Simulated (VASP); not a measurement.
Method: RPBE GGA, VASP's PBE PAW potentials (set 64) (plane waves; VASP).

A VASP calculation is set up with these files.

INCAR:
```
SYSTEM  =  ZrB2
PREC  =  Accurate; ENCUT  =  520; LREAL  =  .FALSE.
LASPH  =  .TRUE.
EDIFF  =  1E-7; NELM  =  100; ALGO  =  Normal
LMAXMIX  =  4
ISMEAR  =  -5
GGA  =  RP
ISIF  =  2
LWAVE  =  .FALSE.; LCHARG  =  .TRUE.; LORBIT  =  11
NEDOS  =  601
LEFG  =  .TRUE.
```

File POSCAR:
```
ZrB2
1
    1.5924750194    -2.7582481200    -0.0000000000
    1.5924750194     2.7582481200     0.0000000000
    0.0000000000    -0.0000000000     3.5649560058
Zr B
1 2
Direct
  0.0000000000   0.0000000000   1.0000000000
  0.3333330000   0.6666670000   0.5000000000
  0.6666670000   0.3333330000   0.5000000000
```

### KPOINTS
```
Regular mesh
0
G
  12 12 10
```

POTCAR, in this order: Zr_sv B (PBE.64 set). Program: vasp_std.

Output

OSZICAR:
```
       N       E                     dE             d eps       ncg     rms          rms(c)
DAV:   1     0.112398027254E+03    0.11240E+03   -0.98416E+03  2972   0.137E+03
DAV:   2    -0.206772507605E+02   -0.13308E+03   -0.12948E+03  3412   0.335E+02
DAV:   3    -0.263070149557E+02   -0.56298E+01   -0.55711E+01  4759   0.601E+01
DAV:   4    -0.264538429103E+02   -0.14683E+00   -0.14682E+00  3827   0.876E+00
DAV:   5    -0.264564429849E+02   -0.26001E-02   -0.26008E-02  4577   0.102E+00    0.206E+01
DAV:   6    -0.239065149148E+02    0.25499E+01   -0.74538E+00  3635   0.194E+01    0.819E+00
DAV:   7    -0.238762913665E+02    0.30224E-01   -0.87350E-01  4524   0.615E+00    0.284E+00
DAV:   8    -0.238794835723E+02   -0.31922E-02   -0.95667E-02  3584   0.285E+00    0.782E-01
DAV:   9    -0.238761175578E+02    0.33660E-02   -0.18397E-02  3799   0.112E+00    0.158E-01
DAV:  10    -0.238761423155E+02   -0.24758E-04   -0.10575E-03  3848   0.307E-01    0.409E-02
DAV:  11    -0.238761550097E+02   -0.12694E-04   -0.37426E-05  3924   0.754E-02    0.137E-02
DAV:  12    -0.238761587215E+02   -0.37118E-05   -0.23611E-06  3775   0.162E-02    0.399E-03
DAV:  13    -0.238761600981E+02   -0.13766E-05   -0.26665E-07  3455   0.429E-03    0.118E-03
DAV:  14    -0.238761598233E+02    0.27490E-06   -0.19512E-08  1917   0.147E-03    0.356E-04
DAV:  15    -0.238761598126E+02    0.10633E-07   -0.26364E-09  1852   0.545E-04
   1 F= -.23876160E+02 E0= -.23876160E+02  d E =0.000000E+00
```

### OUTCAR
```
------------------------ aborting loop because EDIFF is reached ----------------------------------------
  FORCE on cell =-STRESS in cart. coord.  units (eV):
  Direction    XX          YY          ZZ          XY          YZ          ZX
  --------------------------------------------------------------------------------------
  Total        0.0810488      0.0810488     -0.1195001      0.0000000      0.0000000      0.0000000
  in kB        4.1463593      4.1463607     -6.1134814      0.0000000      0.0000000      0.0000000
  external PRESSURE =       0.7264129 kB  Pullay stress =       0.0000000 kB
  volume of cell :       31.32
      direct lattice vectors                 reciprocal lattice vectors
     1.592475019 -2.758248120  0.000000000     0.313976668 -0.181274482  0.000000000
     1.592475019  2.758248120  0.000000000     0.313976668  0.181274482  0.000000000
     0.000000000  0.000000000  3.564956006     0.000000000  0.000000000  0.280508370
 POSITION                                       TOTAL-FORCE (eV/Angst)
 -----------------------------------------------------------------------------------
      0.00000      0.00000      0.00000         0.000000      0.000000     -0.000000
      1.59248      0.91942      1.78248         0.000000      0.000000     -0.000000
      1.59248     -0.91942      1.78248        -0.000000     -0.000000      0.000000
 -----------------------------------------------------------------------------------
    total drift:                                0.000000     -0.000000      0.000000
  FREE ENERGIE OF THE ION-ELECTRON SYSTEM (eV)
  ---------------------------------------------------
  free  energy   TOTEN  =       -23.8761598126 eV

  energy  without entropy=      -23.8761598126  energy(sigma->0) =      -23.87615981

 total charge

# of ion       s       p       d       tot
------------------------------------------
    1        2.163   6.027   1.742   9.932
    2        0.666   1.222   0.000   1.888
    3        0.666   1.222   0.000   1.888
--------------------------------------------------
tot          3.495   8.472   1.742  13.709

 Electric field gradients after diagonalization (V/A^2)
 (convention: |V_zz| > |V_xx| > |V_yy|)
----------------------------------------------------------------------
 ion       V_xx      V_yy      V_zz     asymmetry (V_yy - V_xx)/ V_zz
----------------------------------------------------------------------
   1     -20.758   -20.754    41.512       0.000
   2      -1.021    -1.021     2.043       0.000
   3      -1.021    -1.021     2.043       0.000
```
(Selected blocks of OUTCAR.)

File OUTCAR:
```
 val. band max:       10.5307790860   @ k =   0.0833   0.0833   0.3000

 cond. band min:      10.3732368568   @ k =   0.1667   0.1667   0.2000


 Fermi energy:        10.5854624391

 k-point     1 :       0.0000    0.0000    0.0000
  band No.  band energies     occupation
      1     -38.3065      2.00000
      2     -16.4859      2.00000
      3     -15.9471      2.00000
      4     -15.9471      2.00000
      5      -2.2889      2.00000
      6       7.8535      2.00000
      7       7.8535      2.00000
      8       7.8657      2.00000
      9       8.0159      2.00000
     10      13.7366      0.00000
     11      13.7366      0.00000
     12      14.4858      0.00000
     13      14.4858      0.00000

 k-point     2 :       0.0833    0.0000    0.0000
  band No.  band energies     occupation
      1     -38.2993      2.00000
      2     -16.4751      2.00000
      3     -16.0108      2.00000
      4     -15.9610      2.00000
      5      -2.1521      2.00000
      6       7.4384      2.00000
      7       7.8526      2.00000
      8       7.8715      2.00000
      9       7.9982      2.00000
     10      13.6511      0.00000
     11      13.7157      0.00000
     12      13.9492      0.00000
     13      14.0093      0.00000

 k-point     3 :       0.1667    0.0000    0.0000
  band No.  band energies     occupation
      1     -38.2796      2.00000
      2     -16.4455      2.00000
      3     -16.1811      2.00000
      4     -15.9985      2.00000
      5      -1.7565      2.00000
      6       6.4589      2.00000
      7       7.5288      2.00000
      8       7.8199      2.00000
      9       8.2973      2.00000
     10      12.7884      0.00000
     11      13.4299      0.00000
     12      13.6780      0.00000
     13      14.2748      0.00000

 k-point     4 :       0.2500    0.0000    0.0000
  band No.  band energies     occupation
      1     -38.2524      2.00000
      2     -16.4061      2.00000
      3     -16.4048      2.00000
...
```

For a metal the tetrahedron method with Blöchl corrections gives inexact stress and forces.

The compound is ZrB2 in the AlB2 type structure. It was relaxed first.
